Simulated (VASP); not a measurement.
Computed with HSE06 screened hybrid, VASP's PBE PAW potentials (set 64) (plane waves; VASP).

The input files of a VASP run:

**KPOINTS**
```
Regular mesh
0
Gamma
 4 4 4
0 0 0
```

**INCAR**
```
SYSTEM  =  Be3HgTe4
PREC  =  Accurate; ENCUT  =  400; LREAL  =  F
LASPH  =  T; ISYM  =  3
EDIFF  =  1E-6; NELM  =  60; ALGO  =  Normal
LMAXMIX  =  6
ISMEAR  =  0; SIGMA  =  0.05
GGA  =  PE; LHFCALC  =  T; AEXX  =  0.25
HFSCREEN  =  0.2; PRECFOCK  =  Fast
ISIF  =  2
LWAVE  =  F; LCHARG  =  F
```

### POSCAR
```
Be3HgTe4
1
    5.9194070475     0.0000000000     0.0000000000
    0.0000000000     5.9194070475     0.0000000000
    0.0000000000     0.0000000000     5.9194070475
Hg Te Be
1 4 3
Direct
  0.0000000000   0.0000000000   0.0000000000
  0.2701350042   0.2701350042   0.2701350042
  0.7298649958   0.7298649958   0.2701350042
  0.7298649958   0.2701350042   0.7298649958
  0.2701350042   0.7298649958   0.7298649958
  0.5000000000   0.5000000000   0.0000000000
  0.5000000000   0.0000000000   0.5000000000
  0.0000000000   0.5000000000   0.5000000000
```

**KPOINTS_OPT**
```
named points and PBE's band edges
5
Reciprocal
  0.000000   0.000000   0.000000 1 ! GAMMA
  0.500000   0.500000   0.500000 1 ! R
  0.500000   0.500000   0.000000 1 ! M
  0.000000   0.500000   0.000000 1 ! X
  0.000000   0.035710   0.000000 1 ! near an edge
```

POTCAR, in this order: Hg Te Be (PBE.64 set). Program: vasp_std. Read from the step before: WAVECAR.

The resulting files:

### OSZICAR
```
       N       E                     dE             d eps       ncg     rms          rms(c)
DAV:   1    -0.305283018964E+02   -0.30528E+02   -0.43530E+00   520   0.134E+01    0.193E+01
DAV:   2    -0.305488478078E+02   -0.20546E-01   -0.12449E-01   598   0.321E+00    0.126E+01
DAV:   3    -0.305462363419E+02    0.26115E-02   -0.13243E-02   614   0.808E-01    0.786E+00
DAV:   4    -0.305457405279E+02    0.49581E-03   -0.16246E-03   630   0.212E-01    0.471E+00
DAV:   5    -0.305455754418E+02    0.16509E-03   -0.23783E-04   624   0.725E-02    0.282E+00
DAV:   6    -0.305455314707E+02    0.43971E-04   -0.57964E-05   612   0.385E-02    0.168E+00
DAV:   7    -0.305455233906E+02    0.80801E-05   -0.12242E-05   622   0.195E-02    0.101E+00
DAV:   8    -0.305455252288E+02   -0.18383E-05   -0.34920E-06   532   0.109E-02    0.600E-01
DAV:   9    -0.305455283095E+02   -0.30807E-05   -0.13147E-06   338   0.686E-03    0.358E-01
DAV:  10    -0.305455309494E+02   -0.26398E-05   -0.57191E-07   294   0.453E-03    0.213E-01
DAV:  11    -0.305455328709E+02   -0.19216E-05   -0.19769E-07   290   0.276E-03    0.127E-01
DAV:  12    -0.305455340460E+02   -0.11751E-05   -0.72855E-08   282   0.181E-03    0.758E-02
DAV:  13    -0.305455347304E+02   -0.68439E-06   -0.31059E-08   282   0.130E-03
   1 F= -.30545535E+02 E0= -.30545535E+02  d E =-.121317E-11
       N       E                     dE             ncg
```

**OUTCAR**
```
------------------------ aborting loop because EDIFF is reached ----------------------------------------
  FORCE on cell =-STRESS in cart. coord.  units (eV):
  Direction    XX          YY          ZZ          XY          YZ          ZX
  --------------------------------------------------------------------------------------
  Total       -1.8168599     -1.8168599     -1.8168599     -0.0000000     -0.0000000     -0.0000000
  in kB      -14.0345146    -14.0345146    -14.0345146     -0.0000000     -0.0000000     -0.0000000
  external PRESSURE =     -14.0345146 kB  Pullay stress =       0.0000000 kB
  volume of cell :      207.41
      direct lattice vectors                 reciprocal lattice vectors
     5.919407048  0.000000000  0.000000000     0.168935840  0.000000000  0.000000000
     0.000000000  5.919407048  0.000000000     0.000000000  0.168935840  0.000000000
     0.000000000  0.000000000  5.919407048     0.000000000  0.000000000  0.168935840
 POSITION                                       TOTAL-FORCE (eV/Angst)
 -----------------------------------------------------------------------------------
      0.00000      0.00000      0.00000        -0.000000      0.000000     -0.000000
      1.59904      1.59904      1.59904        -0.073041     -0.073041     -0.073041
      4.32037      4.32037      1.59904         0.073041      0.073041     -0.073041
      4.32037      1.59904      4.32037         0.073041     -0.073041      0.073041
      1.59904      4.32037      4.32037        -0.073041      0.073041      0.073041
      2.95970      2.95970      0.00000        -0.000000      0.000000      0.000000
      2.95970      0.00000      2.95970        -0.000000      0.000000      0.000000
      0.00000      2.95970      2.95970        -0.000000      0.000000     -0.000000
 -----------------------------------------------------------------------------------
    total drift:                                0.000002     -0.000000      0.000002
  FREE ENERGIE OF THE ION-ELECTRON SYSTEM (eV)
  ---------------------------------------------------
  free  energy   TOTEN  =       -30.5455347304 eV

  energy  without entropy=      -30.5455347304  energy(sigma->0) =      -30.54553473

  exchange ACFDT corr.  =         0.00000000  see jH, gK, PRB 81, 115126
```
(Selected blocks of OUTCAR.)

**OUTCAR**
```
 val. band max:        3.6893014392   @ k =   0.0000   0.0000   0.0000

 cond. band min:       5.3696913491   @ k =   0.0000   0.0000   0.0000


 Fermi energy:         3.9173875513

 k-point     1 :       0.0000    0.0000    0.0000
  band No.  band energies     occupation
      1      -9.4705      2.00000
      2      -7.8612      2.00000
      3      -7.8612      2.00000
      4      -7.8612      2.00000
      5      -4.0373      2.00000
      6      -4.0373      2.00000
      7      -3.9894      2.00000
      8      -3.9894      2.00000
      9      -3.9894      2.00000
     10      -2.2651      2.00000
     11      -1.6058      2.00000
     12      -1.6058      2.00000
     13       0.8964      2.00000
     14       0.8964      2.00000
     15       0.8964      2.00000
     16       1.0007      2.00000
     17       1.0007      2.00000
     18       1.0007      2.00000
     19       3.6893      2.00000
     20       3.6893      2.00000
     21       3.6893      2.00000
     22       5.3697      0.00000
     23       6.5360      0.00000
     24       6.5360      0.00000
     25       6.5360      0.00000
     26       6.6761      0.00000

 k-point     2 :       0.2500    0.0000    0.0000
  band No.  band energies     occupation
      1      -9.2969      2.00000
      2      -8.1518      2.00000
      3      -7.8555      2.00000
      4      -7.8555      2.00000
      5      -4.1429      2.00000
      6      -4.0171      2.00000
      7      -3.9831      2.00000
      8      -3.9754      2.00000
      9      -3.9754      2.00000
     10      -1.9162      2.00000
     11      -1.5523      2.00000
     12      -1.0715      2.00000
     13       0.4515      2.00000
     14       0.5943      2.00000
     15       0.5943      2.00000
     16       0.6529      2.00000
     17       1.2779      2.00000
     18       1.2779      2.00000
     19       2.4162      2.00000
     20       3.2490      2.00000
     21       3.2490      2.00000
     22       6.2704      0.00000
...
```

Unless said otherwise, spin-orbit coupling is left out, though it shifts the bands of the heavy elements here.

The structure was generated: Be3HgTe4 was put into an ordered model structure (P-43m), which need not be its known phase. It was relaxed first.
